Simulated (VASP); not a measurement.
Here is the system:

```
CELL_PARAMETERS angstrom
      3.56288     0.00000     0.00000
      0.00000     3.56288     0.00000
      0.00000     0.00000     3.45911
ATOMIC_POSITIONS crystal
  Si 0.00000 0.00000 0.00000
  Ni 0.00000 0.50000 0.50000
  Ni 0.50000 0.00000 0.50000
  Ni 0.50000 0.50000 0.00000
```

Level of theory: PBEsol GGA, VASP's PBE PAW potentials (set 64) (plane waves; VASP). Settings: 480 eV cut-off, 8×8×8 Γ-centred mesh, first-order Methfessel-Paxton smearing of 0.10 eV, potentials Si Ni.

Task: Give the stress tensor in GPa (positive for a compressed cell).

Result: 
```
-13.11    0.00    0.00
  0.00  -13.11    0.00
  0.00    0.00   -9.15
```
The pressure is its mean diagonal, -11.79 GPa.

The compound is Ni3Si in the L1_2 structure. This cell was strained or had an atom moved on purpose. The run is not spin-polarised, so no magnetic state was tried.
